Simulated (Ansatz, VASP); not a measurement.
HfSc2N2: VASP beside Ansatz

```
CELL_PARAMETERS angstrom
5.43185 0.00000 0.00000
0.00000 5.43185 0.00000
0.00000 0.00000 5.35837
ATOMIC_POSITIONS crystal
Hf 0.00000 0.00000 0.00000
Sc 0.50000 0.00000 0.00000
Sc 0.00000 0.50000 0.00000
N 0.00000 0.00000 0.61251
N 0.00000 0.00000 0.38749
```

Alike in both runs: functional PBE; k mesh 4 × 4 × 4; occupations gaussian, width 0.1 eV; no spin polarisation.

Ansatz relaxed the structure, and its values are those at the end. VASP's run is a single point on that final structure, the one shown.

|  | VASP | Ansatz |
| --- | --- | --- |
| version | VASP 6.6.1 | Ansatz 0.2.0 |
| potentials or method | VASP PAW PBE potentials, release 64 (Hf_pv, Sc_sv, N) | scalar-relativistic, plane waves, PAW |
| plane-wave cutoff (eV) | 520 | 420 |
| valence electrons in the cell | 42 | 58 |

Ansatz gave:

| Quantity | Value |
| --- | --- |
| gap on the k mesh at the Fermi level (eV) | none |
| pressure (GPa) | 0.1 |
| rms of the force components (eV/Å) | 0.000 |

Task: Which values does VASP return?

Result: gap on the k mesh at the Fermi level (eV): none; pressure (GPa): 0.2; rms of the force components (eV/Å): 0.136.

A gap of «none» marks a metal or a gap that the smearing closes. One of these differences is far larger than is usual between the two programs; its cause wasn't traced. The two sets of potentials don't hold the same shells in valence.

Caveats: the standard files for N, O and F lose accuracy on very short bonds. The runs have no spin-orbit coupling, so splittings on Hf are missing.
